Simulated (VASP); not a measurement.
Data:

```xyz
5
Lattice="-2.0404 2.0404 3.9017 2.0404 -2.0404 3.9017 2.0404 2.0404 -3.9017" Properties=species:S:1:pos:R:3 pbc="T T T"
Sn     0.0000     0.0000     0.0000
F      0.0000     0.0000     5.9046
F      0.0000     0.0000     1.8988
F      0.0000     2.0404     0.0000
F      2.0404     0.0000     0.0000
```

Method: r2SCAN meta-GGA with spin-orbit coupling, VASP's PBE PAW potentials (set 64) (plane waves; VASP 6.6.1). Numerical set-up: 520 eV cut-off, 7×7×7 Γ-centred mesh, Gaussian smearing of 0.050 eV, potentials Sn_d F.

### Question
What does the run give for the energy per atom (σ→0), band gap (over mesh and band path) with the smallest direct gap where there is one?

### Answer

| Quantity | Value |
|---|---|
| band gap (over mesh and band path) | 4.05 eV |
| smallest direct gap (over mesh and band path) | 4.23 eV |
| energy per atom (σ→0) | -10.023 eV/atom |

The structure comes from a computed database's SnF4 entry (I4/mmm); how it stands against other phases isn't given here. It was relaxed first.
